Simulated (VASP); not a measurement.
VASP ran on this input.

**POSCAR**
```
CdI2
13.391980
  0.1560186164  -0.2702321910   0.0000000000
  0.1560186164   0.2702321910   0.0000000000
  0.0000000000   0.0000000000   0.4999999922
Cd I
1 2
direct
  0.0000000000   0.0000000000   0.0000000000
  0.3333330000   0.6666670000   0.2523038134
  0.6666670000   0.3333330000   0.7476961866
```

INCAR:
```
SYSTEM = CdI2
PREC = Accurate; ENCUT = 520; LREAL = .FALSE.
LASPH = .TRUE.
EDIFF = 1E-7; NELM = 100; ALGO = Normal
LMAXMIX = 4
ISMEAR = -5
ISIF = 2
LWAVE = .FALSE.; LCHARG = .TRUE.; LORBIT = 11
NEDOS = 601
LEFG = .TRUE.
```

### KPOINTS
```
Automatic mesh
0
Gamma
7 7 4
0 0 0
```

POTCAR, in this order: Cd I (LDA.64 set). Program: vasp_std.

**Question.** Write an equivalent input for Ansatz.

**Answer.** One equivalent input (not run):
Ansatz 0.2 input:
```yaml
crystal:
  lattice:
    - [2.0893982, -3.6189441, 0.0000000]
    - [2.0893982, 3.6189441, 0.0000000]
    - [0.0000000, 0.0000000, 6.6959899]
  atoms:
    - { symbol: Cd, position: [0.0000000, 0.0000000, 0.0000000] }
    - { symbol: I, position: [0.3333330, 0.6666670, 0.2523038] }
    - { symbol: I, position: [0.6666670, 0.3333330, 0.7476962] }
kpoints:
  mp_grid: { grid: [7, 7, 4] }
hamiltonian:
  xc: lda
  pseudopotentials: { kind: paw }
scf:
  occupations: { method: tetrahedron }
  max_iter: 100
output: { forces: true, stress: true, eigenvalues: true }
```
What does not carry over: each code has its own PAW files, so the cut-off isn't converted (ENCUT is set for VASP's; basis.ecutwfc is left out, and Ansatz then takes the one that its files recommend); Ansatz stops its SCF on the density residual and VASP on the energy change (EDIFF); Ansatz's lda is the Perdew-Wang form, while the LDA potentials of VASP carry Perdew-Zunger's; the field gradients of LEFG aren't asked of the other code.

The compound is CdI2 in the 1T layered structure. It was relaxed first, which changed the volume by -5 %.
